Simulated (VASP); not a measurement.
Input:

```xyz
4
Lattice="0.0000 3.2635 3.2635 3.2635 0.0000 3.2635 3.2635 3.2635 0.0000" Properties=species:S:1:pos:R:3 pbc="T T T"
Rh     0.0000     0.0000     0.0000
Pt     3.2635     3.2635     3.2635
Pt     1.6317     1.6317     1.6317
Pt     4.8952     4.8952     4.8952
```

These are PBE GGA, VASP's PBE PAW potentials (set 64) (plane waves; VASP) values and carry that method's errors. Run with 300 eV cut-off, 6×6×6 Γ-centred mesh, Fermi-Dirac smearing of 0.14 eV, potentials Rh_pv Pt.

At this cut-off the stress carries a Pulay error, which pulls relaxed volumes low. Energy and stress use the plane-wave basis of the starting cell.

Task: The ions, cell shape and volume are relaxed. Which structure does the run end with?

Result: 
```xyz
4
Lattice="0.0000 3.1381 3.1381 3.1381 0.0000 3.1381 3.1381 3.1381 0.0000" Properties=species:S:1:pos:R:3 pbc="T T T"
Rh     0.0000     0.0000     0.0000
Pt     3.1381     3.1381     3.1381
Pt     1.5690     1.5690     1.5690
Pt     4.7071     4.7071     4.7071
```
Space group Fm-3m (225), at a tolerance of 0.03 Å.

Task: How do energy and volume change from the first to the last step?

Result: The energy (σ→0) changes by -146.0 meV/atom and the volume by -11.1 %, in 5 ionic steps.

The structure was generated: Pt3Rh was put into an ordered model structure, which need not be its known phase. This run relaxes it. Symmetry was kept, so distortions that lower it aren't found. The run is one of a series of settings (EDIFFG = -0.01, IBRION = 2, ISIF = 3, NSW = 50 against the base run), some of them coarse on purpose. The electron count is odd and the run is not spin-polarised, which forces a metal.
